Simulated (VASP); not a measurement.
Calculation: PBEsol GGA, VASP's PBE PAW potentials (set 64) (plane waves; VASP).

VASP ran on this input.

INCAR:
```
! general
SYSTEM  = Ca2H3Br
PREC    = Accurate
ENCUT   = 300   ! plane-wave cut-off (eV)
LREAL   = .FALSE.   ! projection in real space or not
LASPH   = .TRUE.   ! aspherical one-centre terms

! electronic loop
EDIFF   = 1E-6   ! SCF stop (eV)
NELM    = 100   ! most electronic steps
ALGO    = Normal   ! blocked Davidson
LMAXMIX = 4   ! l cut-off of mixed one-centre charges

! smearing
ISMEAR  = -1   ! Fermi-Dirac
SIGMA   = 0.01

! functional
GGA     = PS   ! PBEsol

! ions
ISIF    = 2

! output
LWAVE   = .FALSE.
LCHARG  = .FALSE.
```

### POSCAR
```
Ca2H3Br
1
    3.9029400000     0.0000000000     0.0000000000
   -1.9514700000     3.3800450000     0.0000000000
    0.0000000000     0.0000000000     6.8535300000
Ca H Br
2 3 1
Direct
  0.6765640000   0.3384590000   0.1847060000
  0.3398020000   0.6708000000   0.8148680000
  0.6542990000   0.3258920000   0.8510780000
  0.3276740000   0.6661660000   0.1500030000
 -0.0002760000  -0.0009390000  -0.0022800000
  0.0019360000  -0.0003780000   0.5016250000
```

File KPOINTS:
```
Automatic mesh
0
Gamma
6 6 3
0 0 0
```

POTCAR, in this order: Ca_sv H Br (PBE.64 set). Program: vasp_std.

What VASP printed:

File OUTCAR:
```
 ion  position               nearest neighbor table
   1  0.677  0.338  0.185-
   2  0.340  0.671  0.815-
   3  0.654  0.326  0.851-
   4  0.328  0.666  0.150-
   5  1.000  0.999  0.998-
   6  0.002  1.000  0.502-
  LATTYP: Found a hexagonal cell.
 ALAT       =     3.9029400000
 C/A-ratio  =     1.7559916371
 Subroutine PRICEL returns:
 Original cell was already a primitive cell.
 Subroutine GETGRP returns: Found  1 space group operations
The static configuration has the point symmetry C_1 .
The dynamic configuration has the point symmetry C_1 .
 Subroutine INISYM returns: Found  1 space group operations
 Subroutine IBZKPT returns following result:
 Found     56 irreducible k-points:

 Following reciprocal coordinates:
            Coordinates               Weight
  0.000000  0.000000  0.000000      1.000000
  0.166667  0.000000  0.000000      2.000000
  0.000000  0.166667  0.000000      2.000000
 -0.166667  0.166667  0.000000      2.000000
  0.333333  0.000000  0.000000      2.000000
  0.000000  0.333333  0.000000      2.000000
 -0.333333  0.333333  0.000000      2.000000
  0.500000  0.000000  0.000000      1.000000
  0.000000  0.500000  0.000000      1.000000
  0.500000  0.500000  0.000000      1.000000
  0.166667  0.166667  0.000000      2.000000
 -0.166667  0.333333  0.000000      2.000000
 -0.333333  0.166667  0.000000      2.000000
  0.333333  0.166667  0.000000      2.000000
 -0.166667  0.500000  0.000000      2.000000
  0.500000  0.333333  0.000000      2.000000
 -0.333333  0.500000  0.000000      2.000000
  0.166667  0.333333  0.000000      2.000000
  0.500000 -0.166667  0.000000      2.000000
...
```

### OSZICAR
```
       N       E                     dE             d eps       ncg     rms          rms(c)
DAV:   1     0.176900389523E+03    0.17690E+03   -0.11139E+04  2184   0.969E+02
DAV:   2    -0.102638708439E+02   -0.18716E+03   -0.18211E+03  2579   0.304E+02
DAV:   3    -0.227766209899E+02   -0.12513E+02   -0.12470E+02  3640   0.628E+01
DAV:   4    -0.232275630369E+02   -0.45094E+00   -0.45029E+00  3151   0.113E+01
DAV:   5    -0.232379810256E+02   -0.10418E-01   -0.10417E-01  3425   0.134E+00    0.726E+00
DAV:   6    -0.222032648263E+02    0.10347E+01   -0.11073E+00  2451   0.708E+00    0.396E+00
DAV:   7    -0.218095509736E+02    0.39371E+00   -0.19209E+00  2693   0.817E+00    0.887E-01
DAV:   8    -0.218234946961E+02   -0.13944E-01   -0.26385E-01  2818   0.339E+00    0.444E-01
DAV:   9    -0.218221411322E+02    0.13536E-02   -0.11679E-02  3159   0.665E-01    0.186E-01
DAV:  10    -0.218213292378E+02    0.81189E-03   -0.75606E-03  2842   0.712E-01    0.107E-01
DAV:  11    -0.218213598723E+02   -0.30635E-04   -0.10871E-03  2813   0.219E-01    0.323E-02
DAV:  12    -0.218213422360E+02    0.17636E-04   -0.11479E-04  3488   0.837E-02    0.117E-02
DAV:  13    -0.218213388632E+02    0.33728E-05   -0.24384E-05  2832   0.399E-02    0.223E-03
DAV:  14    -0.218213390513E+02   -0.18812E-06   -0.18157E-06  2112   0.120E-02
   1 F= -.21821339E+02 E0= -.21821339E+02  d E =-.450945E-16
```

### OUTCAR
```
------------------------ aborting loop because EDIFF is reached ----------------------------------------
  FORCE on cell =-STRESS in cart. coord.  units (eV):
  Direction    XX          YY          ZZ          XY          YZ          ZX
  --------------------------------------------------------------------------------------
  Total       -1.3187056     -1.3384390     -1.4155676      0.0522063     -0.0178454     -0.0261976
  in kB      -23.3684425    -23.7181328    -25.0849080      0.9251341     -0.3162346     -0.4642411
  external PRESSURE =     -24.0571611 kB  Pullay stress =       0.0000000 kB
  volume of cell :       90.41
      direct lattice vectors                 reciprocal lattice vectors
     3.902940000  0.000000000  0.000000000     0.256217108  0.147927025  0.000000000
    -1.951470000  3.380045000  0.000000000     0.000000000  0.295854049  0.000000000
     0.000000000  0.000000000  6.853530000     0.000000000  0.000000000  0.145910210
 POSITION                                       TOTAL-FORCE (eV/Angst)
 -----------------------------------------------------------------------------------
      1.98010      1.14401      1.26589        -0.140018     -0.065240      0.064651
      0.01718      2.26733      5.58472        -0.098852     -0.085932     -0.046880
      1.91772      1.10153      5.83289         0.147294      0.114254      0.032060
     -0.02111      2.25167      1.02805         0.143756      0.048008     -0.040658
      1.95223      3.37687      6.83790        -0.052481     -0.022560      0.033064
     -1.94318      3.37877      3.43790         0.000301      0.011470     -0.042237
 -----------------------------------------------------------------------------------
    total drift:                                0.000642      0.000358     -0.000712
  FREE ENERGIE OF THE ION-ELECTRON SYSTEM (eV)
  ---------------------------------------------------
  free  energy   TOTEN  =       -21.8213390513 eV

  energy  without entropy=      -21.8213390513  energy(sigma->0) =      -21.82133905
```
(Selected blocks of OUTCAR.)

OUTCAR:
```
 val. band max:        3.6752827668   @ k =   0.0000   0.0000   0.3333

 cond. band min:       5.2805299733   @ k =  -0.1667   0.3333   0.3333


 Fermi energy:         4.0082851989

 k-point     1 :       0.0000    0.0000    0.0000
  band No.  band energies     occupation
      1     -37.3942      2.00000
      2     -37.3376      2.00000
      3     -18.7082      2.00000
      4     -18.4324      2.00000
      5     -18.4282      2.00000
      6     -18.4274      2.00000
      7     -18.3597      2.00000
      8     -18.3564      2.00000
      9     -13.1197      2.00000
     10      -2.8088      2.00000
     11      -2.4400      2.00000
     12      -0.1160      2.00000
     13      -0.1114      2.00000
     14       0.6910      2.00000
     15       3.5006      2.00000
     16       5.8707      0.00000
     17       5.8718      0.00000
     18       5.9142      0.00000
     19       5.9687      0.00000

 k-point     2 :       0.1667    0.0000    0.0000
  band No.  band energies     occupation
      1     -37.3891      2.00000
      2     -37.3369      2.00000
      3     -18.6895      2.00000
      4     -18.5014      2.00000
      5     -18.4403      2.00000
      6     -18.4106      2.00000
      7     -18.3897      2.00000
      8     -18.3600      2.00000
      9     -13.0458      2.00000
     10      -2.5521      2.00000
     11      -2.2105      2.00000
     12      -0.7295      2.00000
     13      -0.2543      2.00000
     14       0.5222      2.00000
     15       2.6139      2.00000
     16       5.9354      0.00000
     17       6.0634      0.00000
     18       6.3260      0.00000
     19       6.3362      0.00000

 k-point     3 :       0.0000    0.1667    0.0000
  band No.  band energies     occupation
      1     -37.3891      2.00000
      2     -37.3368      2.00000
      3     -18.6896      2.00000
      4     -18.4999      2.00000
      5     -18.4413      2.00000
      6     -18.4115      2.00000
      7     -18.3868      2.00000
...
```

At this cut-off the stress carries a Pulay error, which pulls relaxed volumes low.

The structure comes from a computed database's Ca2H3Br entry; how it stands against other phases isn't given here. The cell was not relaxed at this level, atoms are displaced from their ideal sites.
